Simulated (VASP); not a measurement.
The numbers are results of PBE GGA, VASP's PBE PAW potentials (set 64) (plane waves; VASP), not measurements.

VASP input:

POSCAR:
```
C
1
    1.2546000000    -2.1730300000     0.0000000000
    1.2546000000     2.1730300000     0.0000000000
    0.0000000000     0.0000000000     6.8442000000
C
4
Direct
  0.0000000000   0.0000000000   0.2500000000
  0.0000000000   0.0000000000   0.7500000000
  0.3333330000   0.6666670000   0.2500000000
  0.6666670000   0.3333330000   0.7500000000
```

**KPOINTS**
```
Automatic mesh
0
gamma
13 13 4
```

### INCAR
```
! general
SYSTEM  =  C
PREC    =  Accurate
ENCUT   =  520   ! plane-wave cut-off (eV)
LREAL   =  .FALSE.
LASPH   =  .TRUE.

! electronic loop
EDIFF   =  1E-6   ! SCF stop (eV)
NELM    =  100   ! most electronic steps
ALGO    =  Conjugate

! smearing
ISMEAR  =  1
SIGMA   =  0.1   ! width (eV)

! functional
GGA     =  PE   ! PBE

! ions
ISIF    =  2   ! forces and stress, cell fixed

! output
LWAVE   =  .FALSE.
LCHARG  =  .FALSE.
```

POTCAR, in this order: C (PBE.64 set). Program: vasp_std.

### Question
What will the output report for the number of irreducible k-points (NKPTS), number of bands (NBANDS), largest plane-wave count, number of space-group operations, FFT grid (NGX, NGY, NGZ)?

### Answer

The number of irreducible k-points (NKPTS) comes out as 63 and the number of bands (NBANDS) is 12. The largest plane-wave count comes out as 1034. The number of space-group operations is 24 and the FFT grid (NGX, NGY, NGZ) is 20 × 20 × 54.

The compound is C in the graphite structure. The cell was not relaxed at this level. The run is one of a series of settings (ALGO = Conjugate against the base run), some of them coarse on purpose.
